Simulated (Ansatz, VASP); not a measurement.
## In26Si8O55 (amorphous 62In2O3-38SiO2 (mol %)) in two plane-wave programs

One calculation is typed for both programs; each brings its own data sets. How far apart do they land? Of the first pair: The structure shown is the start of the Ansatz relaxation below; VASP solves that cell, so the two are compared at the walk's first step.

Calculated with Ansatz 0.2.0; plane waves, with VASP 6.6.1 beside it; r2SCAN.

### 1. Set-up

The cell holds 89 atoms: 26 In, 8 Si and 55 O. Its edges and angles: a = 10.425 Å, b = 10.628 Å, c = 10.743 Å, α = 89.2°, β = 91.3°, γ = 91.6°. As first built, before any earlier steps moved the atoms or strained the cell (in the runner's words): 89 atoms (26 Sc, 8 Si, 55 O) placed at random at 3.2 g/cm^3, melted at 5000 K for 10 ps at fixed volume with the Morse and Coulomb pair potential with partial charges (Pedone, Malavasi, Menziani, Cormack and Segre, J. Phys. Chem. B 110, 11780 (2006)). Quenched from 5000 K to 300 K at 50 K/ps and fixed volume, held 10 ps at zero pressure, then minimised at fixed cell. Then Sc was replaced by In and the cell scaled by 1.031 (the potential has no terms for the new elements, so the cell is a start for a DFT relaxation).

### 2. Ansatz: relaxation, r2SCAN

Ansatz runs on its PAW soft_1 files.

The two programs are compared at the cell with which this relaxation starts, whose forces are those of its first step.

input.yaml

```yaml
crystal:
  lattice:
    - [10.42323, -0.14314, -0.1226]
    - [-0.14314, 10.62667, 0.07667]
    - [-0.1226, 0.07667, 10.74245]
  atoms:
    - { symbol: In, position: [0.53725, 0.43914, 0.25995] }
    - { symbol: In, position: [0.35283, 0.68308, 0.5346] }
    - { symbol: In, position: [0.44618, 0.68079, 0.92519] }
    - { symbol: In, position: [0.88232, 0.1297, 0.64902] }
    - { symbol: In, position: [0.5751, 0.1765, 0.78494] }
    - { symbol: In, position: [0.13687, 0.65689, 0.06164] }
    - { symbol: In, position: [0.79345, 0.61645, 0.41473] }
    - { symbol: In, position: [0.27053, 0.35097, 0.03653] }
    - { symbol: In, position: [0.66038, 0.78789, 0.22403] }
    - { symbol: In, position: [0.33444, 0.90753, 0.71429] }
    - { symbol: In, position: [0.09842, 0.63367, 0.35638] }
    - { symbol: In, position: [0.46375, 0.05936, 0.3102] }
    - { symbol: In, position: [0.2243, 0.52291, 0.77278] }
    - { symbol: In, position: [0.05566, 0.39242, 0.54421] }
    - { symbol: In, position: [0.67399, 0.2435, 0.06151] }
    - { symbol: In, position: [0.93252, 0.32405, 0.87578] }
    - { symbol: In, position: [0.6719, 0.90241, 0.89176] }
    - { symbol: In, position: [0.63393, 0.89789, 0.56181] }
    - { symbol: In, position: [0.74115, 0.37173, 0.55823] }
    - { symbol: In, position: [0.74093, 0.56652, 0.02816] }
    - { symbol: In, position: [0.1401, 0.07906, 0.47321] }
    - { symbol: In, position: [0.02717, 0.9498, 0.87961] }
    - { symbol: In, position: [0.98119, 0.37852, 0.21029] }
    - { symbol: In, position: [0.38634, 0.02552, 0.98908] }
    - { symbol: In, position: [0.77415, 0.11775, 0.32184] }
    - { symbol: In, position: [0.24473, 0.2012, 0.77173] }
    - { symbol: Si, position: [0.6933, 0.63004, 0.74328] }
    - { symbol: Si, position: [0.92865, 0.89153, 0.12549] }
    - { symbol: Si, position: [0.00618, 0.85178, 0.56215] }
    - { symbol: Si, position: [0.97148, 0.67771, 0.79206] }
    - { symbol: Si, position: [0.38143, 0.74911, 0.22852] }
    - { symbol: Si, position: [0.44683, 0.41079, 0.59406] }
    - { symbol: Si, position: [0.29557, 0.30289, 0.35885] }
    - { symbol: Si, position: [0.13512, 0.09272, 0.16796] }
    - { symbol: O, position: [0.72763, 0.2826, 0.87651] }
    - { symbol: O, position: [0.84586, 0.2335, 0.17845] }
    - { symbol: O, position: [0.81367, 0.93903, 0.21449] }
    - { symbol: O, position: [0.6253, 0.74502, 0.02363] }
    - { symbol: O, position: [0.04078, 0.00108, 0.07745] }
    - { symbol: O, position: [0.6742, 0.45108, 0.39535] }
    - { symbol: O, position: [0.01487, 0.77306, 0.17346] }
    - { symbol: O, position: [0.31839, 0.15212, 0.39713] }
    - { symbol: O, position: [0.62515, 0.03855, 0.42702] }
    - { symbol: O, position: [0.49091, 0.55709, 0.58923] }
    - { symbol: O, position: [0.5856, 0.19692, 0.23231] }
    - { symbol: O, position: [0.95789, 0.80953, 0.70485] }
    - { symbol: O, position: [0.11919, 0.24034, 0.12234] }
    - { symbol: O, position: [0.90493, 0.34124, 0.67641] }
    - { symbol: O, position: [0.86146, 0.87855, 0.98101] }
    - { symbol: O, position: [0.18988, 0.55466, 0.52276] }
    - { symbol: O, position: [0.9328, 0.98182, 0.52805] }
    - { symbol: O, position: [0.35218, 0.3477, 0.22259] }
    - { symbol: O, position: [0.75555, 0.5676, 0.62138] }
    - { symbol: O, position: [0.95692, 0.1227, 0.82996] }
    - { symbol: O, position: [0.40018, 0.37965, 0.44817] }
    - { symbol: O, position: [0.29312, 0.54051, 0.96396] }
    - { symbol: O, position: [0.15999, 0.89825, 0.57241] }
    - { symbol: O, position: [0.68373, 0.77402, 0.4215] }
    - { symbol: O, position: [0.28717, 0.05269, 0.15523] }
    - { symbol: O, position: [0.94885, 0.48442, 0.39296] }
    - { symbol: O, position: [0.97429, 0.73987, 0.4649] }
    - { symbol: O, position: [0.84177, 0.2214, 0.47552] }
    - { symbol: O, position: [0.37715, 0.22256, 0.93601] }
    - { symbol: O, position: [0.9155, 0.45561, 0.02443] }
    - { symbol: O, position: [0.78001, 0.63285, 0.21218] }
    - { symbol: O, position: [0.59356, 0.56464, 0.84165] }
    - { symbol: O, position: [0.56543, 0.31887, 0.63702] }
    - { symbol: O, position: [0.40376, 0.10065, 0.70374] }
    - { symbol: O, position: [0.70111, 0.03281, 0.71312] }
    - { symbol: O, position: [0.66103, 0.77984, 0.72474] }
    - { symbol: O, position: [0.45658, 0.87868, 0.87831] }
    - { symbol: O, position: [0.31919, 0.69885, 0.74389] }
    - { symbol: O, position: [0.43239, 0.86398, 0.55159] }
    - { symbol: O, position: [0.4829, 0.63493, 0.24266] }
    - { symbol: O, position: [0.06763, 0.73913, 0.89986] }
    - { symbol: O, position: [0.03362, 0.55969, 0.72849] }
    - { symbol: O, position: [0.14323, 0.31906, 0.37845] }
    - { symbol: O, position: [0.32697, 0.37981, 0.68741] }
    - { symbol: O, position: [0.82709, 0.64096, 0.84324] }
    - { symbol: O, position: [0.14028, 0.34667, 0.86645] }
    - { symbol: O, position: [0.47653, 0.87888, 0.23383] }
    - { symbol: O, position: [0.27842, 0.73976, 0.34284] }
    - { symbol: O, position: [0.2174, 0.00142, 0.85109] }
    - { symbol: O, position: [0.60305, 0.428, 0.08078] }
    - { symbol: O, position: [0.59375, 0.07012, 0.97304] }
    - { symbol: O, position: [0.11071, 0.20106, 0.61553] }
    - { symbol: O, position: [0.1305, 0.5206, 0.19773] }
    - { symbol: O, position: [0.31279, 0.75895, 0.08916] }
    - { symbol: O, position: [0.06929, 0.05705, 0.29909] }
kpoints:
  mp_grid: { grid: [1, 1, 1] }
hamiltonian:
  xc: r2scan
  pseudopotentials: { kind: paw, azcp: { folder: soft_1 } }
scf:
  occupations: { method: gaussian, width: 0.025 }
output:
  forces: true
  eigenvalues: true
  stress: true
relax:
  f_tol: 0.05
  max_steps: 70
```

Started as:

```bash
ansatz run input.yaml --threads 4 --pin off --max-ram 15872MiB --backend cpu --events-out ev --progress --plain --runs-dir out
```

Numbers of over 12 decimals in the logs are rounded to 6 here.

Log:

```text
Warning: output.stress: scf.convergence.dr2_threshold = 1e-7 eV (the SCF's general default) is looser than the 8.9e-9 eV advised for a printed stress (1e-10 eV for each atom of the cell: 89). What an SCF threshold leaves in a stress goes as its square root, and in the free energy as the threshold itself, and one threshold admits the most on a small cell: [figures from the program's tests cut] Every solve of this run  [...]
Engine: ansatz 0.2.0, aarch64-unknown-linux-gnu
Pseudopotentials: kind: paw
Pseudopotential: In, paw, valence charge 13, recommended cutoff 500 eV (meta_gga), soft_1/In.paw.azcp
Pseudopotential: Si, paw, valence charge 4, recommended cutoff 500 eV (meta_gga), soft_1/Si.paw.azcp
Pseudopotential: O, paw, valence charge 6, recommended cutoff 500 eV (meta_gga), soft_1/O.paw.azcp
Functional definition: r2SCAN
  parameter k0 = 0.174
  parameter k1 = 0.065
  parameter a1 = 4.9479
  exchange = r2scan_x(k0 = k0, k1 = k1, a1 = a1)
  correlation = r2scan_c
Crystal: 89 atoms, lattice volume = 1189.441 Å³
Basis set: ecut = 500 eV, 30195 PW (Γ), exchange–correlation on 320×320×320 points (64 copies of the dense FFT grid, shifted against one another)
Bands: 439, of which v1, the nominal top of the filled ones, is band 350 counted from 1 (349 counted from 0)
Symmetry: 1 space group operations
Space group: P1 (ITA 1), of the structure as read, at distance tolerance 1.1e-4 Å
k-points: 1
Non-local potential: In, projectors of the file, l = 0: 2, l = 1: 2, l = 2: 2, l = 3: 1
Non-local potential: Si, projectors of the file, l = 0: 2, l = 1: 2, l = 2: 1
Non-local potential: O, projectors of the file, l = 0: 2, l = 1: 2, l = 2: 1
PAW form: soft (Blöchl's): semilocal exchange-correlation on the pseudo side does not see the compensation charge
PAW frozen core: In, regenerated for the run's functional (the file was generated under x = pbe(κ = 0.804, μ = 0.219515), c = pbe(β = 0.066725))
PAW frozen core: Si, regenerated for the run's functional (the file was generated under x = pbe(κ = 0.804, μ = 0.219515), c = pbe(β = 0.066725))
PAW frozen core: O, regenerated for the run's functional (the file was generated under x = pbe(κ = 0.804, μ = 0.219515), c = pbe(β = 0.066725))
PAW one-centre angular grid: In, 590 points (default); XC on 160 Gauss nodes
PAW one-centre angular grid: Si, 302 points (default); XC on 160 Gauss nodes
PAW one-centre angular grid: O, 302 points (default); XC on 160 Gauss nodes
Initial density: superposition of atomic densities (chi_scale 0.1, normalization cell, long waves kept (reshape's long-wave potential 0.73 eV rms))
Initial wavefunctions: pseudopotential atomic-orbital guess
Functional: x = r2scan, c = r2scan; τ floored in thin density (d = 2e-4 eV/Å³)
SCF iter   1: F=—  HF=-182345.599395 eV  |F-HF|=—  |Δ(HF+E_count)|=         —  Δρ=8.13e-2  dr2=8.33e1  dr2_τ=6.63e0  ethr=3.10e-3  ⟨swp⟩=6.0  Hψ=1874  notcnv=0  defer=7
preconditioner: auto → Resta (q_TF=auto, 2.498 Å⁻¹)  ε∞=3.6  [insulator: Δε(μ)=1.044 eV  Ē_g=17.602 eV  σ=0.025 eV  W_gap=1.00  n_scr=314 (ndim 8)  ℏωp=28.5 eV  f_vac=0.014  D(μ)=0.00/eV (n_scr^D=0)  ε∞_Penn≈3.6]
SCF iter   2: F=—  HF=-182329.934367 eV  |F-HF|=—  |Δ(HF+E_count)|=    1.57e1  Δρ=4.04e-2  dr2=1.75e1  dr2_τ=1.05e0  ethr=3.10e-3  ⟨swp⟩=3.0  Hψ=856  notcnv=0  defer=84
SCF iter   3: F=—  HF=-182328.560230 eV  |F-HF|=—  |Δ(HF+E_count)|=    1.37e0  Δρ=1.23e-2  dr2=2.47e0  dr2_τ=2.14e-1  ethr=2.50e-3  ⟨swp⟩=3.0  Hψ=860  notcnv=0  defer=84
SCF iter   4: F=—  HF=-182328.280502 eV  |F-HF|=—  |Δ(HF+E_count)|=   2.80e-1  Δρ=4.87e-3  dr2=2.14e-1  dr2_τ=2.29e-2  ethr=3.53e-4  ⟨swp⟩=3.0  Hψ=829  notcnv=0  defer=84
SCF iter   5: F=—  HF=-182328.310479 eV  |F-HF|=—  |Δ(HF+E_count)|=   3.00e-2  Δρ=2.02e-3  dr2=4.28e-2  dr2_τ=4.65e-3  ethr=3.05e-5  ⟨swp⟩=3.0  Hψ=674  notcnv=0  defer=84
SCF iter   6: F=—  HF=-182328.310526 eV  |F-HF|=—  |Δ(HF+E_count)|=   4.69e-5  Δρ=8.72e-4  dr2=8.49e-3  dr2_τ=8.35e-4  ethr=6.11e-6  ⟨swp⟩=2.0  Hψ=709  notcnv=0  defer=84
[...]
--- Relaxed structure (6 steps of the walk, 6 accepted, 0 SCFs on fresh bases) ---
  F+E_penalty+E_count = -182328.58500552 eV   max|allowed force component| = 2.480e-2 eV/Å
  atoms:
    - { symbol: In, position: [0.540294, 0.441281, 0.259729] }
    - { symbol: In, position: [0.352171, 0.680729, 0.541489] }
    - { symbol: In, position: [0.444467, 0.680235, 0.928467] }
    - { symbol: In, position: [0.882038, 0.126822, 0.644888] }
    - { symbol: In, position: [0.581021, 0.174663, 0.779300] }
    - { symbol: In, position: [0.132729, 0.664872, 0.065090] }
    - { symbol: In, position: [0.795631, 0.615847, 0.414219] }
    - { symbol: In, position: [0.268929, 0.353029, 0.037460] }
    - { symbol: In, position: [0.660825, 0.788166, 0.225810] }
    - { symbol: In, position: [0.334555, 0.905958, 0.717208] }
    - { symbol: In, position: [0.102249, 0.623917, 0.364848] }
    - { symbol: In, position: [0.460934, 0.056869, 0.302943] }
    - { symbol: In, position: [0.223554, 0.521082, 0.774081] }
    - { symbol: In, position: [0.058716, 0.386027, 0.541890] }
    - { symbol: In, position: [0.676676, 0.244027, 0.057646] }
    - { symbol: In, position: [0.933227, 0.328257, 0.868691] }
    - { symbol: In, position: [0.667902, 0.901291, 0.891618] }
    - { symbol: In, position: [0.632392, 0.896392, 0.559498] }
    - { symbol: In, position: [0.741637, 0.374031, 0.559156] }
    - { symbol: In, position: [0.739770, 0.567973, 0.028704] }
    - { symbol: In, position: [0.143973, 0.074262, 0.472155] }
    - { symbol: In, position: [0.026495, 0.955934, 0.879928] }
    - { symbol: In, position: [0.978857, 0.379753, 0.205442] }
    - { symbol: In, position: [0.385606, 0.032270, 0.982292] }
    - { symbol: In, position: [0.766026, 0.119248, 0.320002] }
    - { symbol: In, position: [0.245727, 0.202500, 0.770777] }
    - { symbol: Si, position: [0.696248, 0.633742, 0.746156] }
    - { symbol: Si, position: [0.923716, 0.899466, 0.120530] }
    - { symbol: Si, position: [0.011234, 0.849331, 0.561601] }
    - { symbol: Si, position: [0.973190, 0.681820, 0.796241] }
    - { symbol: Si, position: [0.382152, 0.742952, 0.233305] }
    - { symbol: Si, position: [0.446519, 0.408532, 0.595094] }
    - { symbol: Si, position: [0.298323, 0.302503, 0.358092] }
    - { symbol: Si, position: [0.135872, 0.094586, 0.166958] }
    - { symbol: O, position: [0.730460, 0.280992, 0.873510] }
    - { symbol: O, position: [0.843203, 0.236224, 0.181521] }
    - { symbol: O, position: [0.809029, 0.942787, 0.210264] }
    - { symbol: O, position: [0.624653, 0.746585, 0.025684] }
    - { symbol: O, position: [0.035969, 0.00970557, 0.076478] }
    - { symbol: O, position: [0.674403, 0.452295, 0.397033] }
    - { symbol: O, position: [0.00688571, 0.780716, 0.164910] }
    - { symbol: O, position: [0.318571, 0.151391, 0.390974] }
    - { symbol: O, position: [0.619335, 0.033224, 0.421843] }
    - { symbol: O, position: [0.488258, 0.553836, 0.588850] }
    - { symbol: O, position: [0.585554, 0.188470, 0.223765] }
    - { symbol: O, position: [0.962815, 0.807063, 0.702408] }
    - { symbol: O, position: [0.121332, 0.242874, 0.125690] }
    - { symbol: O, position: [0.908010, 0.340585, 0.670393] }
    - { symbol: O, position: [0.858011, 0.889916, 0.976569] }
    - { symbol: O, position: [0.187952, 0.551128, 0.533289] }
    - { symbol: O, position: [0.941822, 0.980675, 0.528428] }
    - { symbol: O, position: [0.355167, 0.350797, 0.223879] }
    - { symbol: O, position: [0.753763, 0.568254, 0.624913] }
    - { symbol: O, position: [0.958900, 0.125960, 0.822780] }
    - { symbol: O, position: [0.400719, 0.374548, 0.451090] }
    - { symbol: O, position: [0.290638, 0.540952, 0.964778] }
    - { symbol: O, position: [0.164507, 0.894638, 0.570955] }
    - { symbol: O, position: [0.689605, 0.774202, 0.421907] }
[...]
- { symbol: O, position: [0.281292, 0.728037, 0.348199] }
    - { symbol: O, position: [0.216080, 0.00282271, 0.848504] }
    - { symbol: O, position: [0.607215, 0.426355, 0.082782] }
    - { symbol: O, position: [0.592094, 0.072966, 0.964942] }
    - { symbol: O, position: [0.116437, 0.199224, 0.611254] }
    - { symbol: O, position: [0.121701, 0.525542, 0.197150] }
    - { symbol: O, position: [0.312047, 0.752555, 0.096464] }
    - { symbol: O, position: [0.074967, 0.057375, 0.298298] }
```

The column dr2 measures how far the density is from self-consistency, as an energy; F and HF (Harris–Foulkes) agree once it is small.

[end of part 1 of 2]

[Lines on the potential files, build, host, timing and source positions are cut from VASP's logs without a mark.]

[Logs are printed without paths, hosts, clocks, repeated set-up lines and the standing remarks that a program may print on its own settings, such as how far it seeks lower states.]

[Hosts, paths, dates, database ids (printed as entryN), source tags and the programs' standing remarks are cut or masked in the printed files.]
